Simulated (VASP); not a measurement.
Given:

```xyz
1
Lattice="0.0000 1.9912 1.9912 1.9912 0.0000 1.9912 1.9912 1.9912 0.0000" Properties=species:S:1:pos:R:3 pbc="T T T"
Al     0.0000     0.0000     0.0000
```

Computed with r2SCAN meta-GGA, VASP's PBE PAW potentials (set 64) (plane waves; VASP). Run with 520 eV cut-off, 16×16×16 Γ-centred mesh, first-order Methfessel-Paxton smearing of 0.10 eV, potentials Al.

Q: Estimate the energy per atom (σ→0), band gap (on the k-mesh) with the smallest direct gap where there is one.

A: 
```yaml
band gap (on the k-mesh): none (metal, semimetal or under 0.01 eV)
energy per atom (σ→0): -6.744 eV/atom
```

Only differences to runs with the same potentials and settings are physical.

The compound is Al in the fcc structure. It was relaxed first.
